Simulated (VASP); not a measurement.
An input for Quantum ESPRESSO's pw.x (written as the equivalent of a VASP run, and not itself run):

```
&CONTROL
  calculation = 'vc-relax'
  pseudo_dir = './pseudo'
  outdir = './out'
  tprnfor = .true.
  tstress = .true.
  nstep = 60
  forc_conv_thr = 0.00039
/
&SYSTEM
  ibrav = 0
  nat = 2
  ntyp = 1
  ecutwfc = 96
  occupations = 'smearing'
  smearing = 'methfessel-paxton'
  degauss = 0.00735
  input_dft = 'vdw-df2-b86r'
  nspin = 2
  starting_magnetization(1) = 0.18
/
&ELECTRONS
  conv_thr = 7.3e-08
  electron_maxstep = 100
/
&IONS
/
&CELL
/
ATOMIC_SPECIES
  Co 58.933 Co.upf
CELL_PARAMETERS angstrom
     1.2550000   -2.1737240    0.0000000
     1.2550000    2.1737240    0.0000000
     0.0000000    0.0000000    4.0700000
ATOMIC_POSITIONS crystal
  Co   0.3333330  0.6666670  0.2500000
  Co   0.6666670  0.3333330  0.7500000
K_POINTS automatic
  15 15 8 0 0 0
```

Task: Write the VASP files for the same calculation (rev-vdW-DF2).

Result: Several could match; the one computed here: 
File POSCAR:
```
Co
1
    1.2550000000    -2.1737240000     0.0000000000
    1.2550000000     2.1737240000     0.0000000000
    0.0000000000     0.0000000000     4.0700000000
Co
2
Direct
  0.3333330000   0.6666670000   0.2500000000
  0.6666670000   0.3333330000   0.7500000000
```

**KPOINTS**
```
Automatic mesh
0
Gamma
15 15 8
0 0 0
```

INCAR:
```
AGGAC = 0.0
ALGO = Normal
EDIFF = 1E-6
EDIFFG = -0.01
ENCUT = 520
GGA = MK
IBRION = 2
ISIF = 3
ISMEAR = 1
ISPIN = 2
LASPH = .True.
LCHARG = .False.
LMAXMIX = 4
LORBIT = 10
LREAL = .False.
LUSE_VDW = .True.
LWAVE = .False.
MAGMOM = 2*1.8
NELM = 100
NSW = 60
PARAM1 = 0.1234568
PARAM2 = 0.7114
PREC = Accurate
SIGMA = 0.1
SYSTEM = Co
ZAB_VDW = -1.8867
```

POTCAR, in this order: Co (PBE.64 set). Program: vasp_std.

The two are equivalent in intent, not identical: the potentials are each code's own (VASP's PAW set, PseudoDojo norm-conserving files in pw.x), so ENCUT and ecutwfc are chosen apart and not converted; conv_thr bounds pw.x's estimated SCF error, while EDIFF bounds the energy change between steps; starting_magnetization is a fraction of the valence charge and MAGMOM a moment in μB, so they match only roughly; forc_conv_thr acts on force components and is met together with etot_conv_thr.

The compound is Co in the hcp structure. This run relaxes it. Symmetry was kept, so distortions that lower it aren't found.
